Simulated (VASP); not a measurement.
TiTe2:

```xyz
3
Lattice="3.7118 0.0000 0.0000 -1.8559 3.2146 0.0000 0.0000 0.0000 6.4666" Properties=species:S:1:pos:R:3 pbc="T T T"
Ti   -1.8559    3.2146    6.4666
Te    1.8559    1.0715    1.6634
Te    0.0000    2.1430    4.8032
```

The cell isn't the ideal one: a relaxed cell with its volume scaled by 0.94.

| Item | Value |
| --- | --- |
| Program | VASP 6.6.1 |
| Task | relaxation of shape and atoms at fixed volume |
| Functional | PBE |
| Potentials or basis | VASP PAW PBE potentials, release 64 (Ti, Te) |
| Cutoff | 300 eV |
| k mesh | 6 × 6 × 3 |
| Occupations | methfessel-paxton, width 0.1 eV |
| Spin | no spin polarisation |

At the start: pressure 4.4 GPa; volume 25.72 Å³/atom.

Task: How do energy, volume and symmetry change on relaxing?

Result: Over 5 steps the energy falls by 11.6 meV/atom; space group P-3m1 (No. 164, to 0.05 Å).

Step by step:
```tsv
step	energy change (eV)	largest force (eV/Å)	pressure (GPa)
1	0.0000	0.5792	4.45
2	-0.0233	0.2616	3.32
3	-0.0288	0.0103	2.46
4	-0.0337	0.0043	2.26
5	-0.0348	0.0019	2.14
```

Final structure:
```
Ti Te
1.0
     3.73635    0.00000    0.00000
    -1.86818    3.23578    0.00000
     0.00000    0.00000    6.38206
Ti Te
1 2
Direct
  0.00000 0.00000 0.00000
  0.66667 0.33333 0.26687
  0.33333 0.66667 0.73313
```

Caveat: this functional lacks dispersion, which binds the layers, so the pressure and a relaxed spacing across them are unreliable.
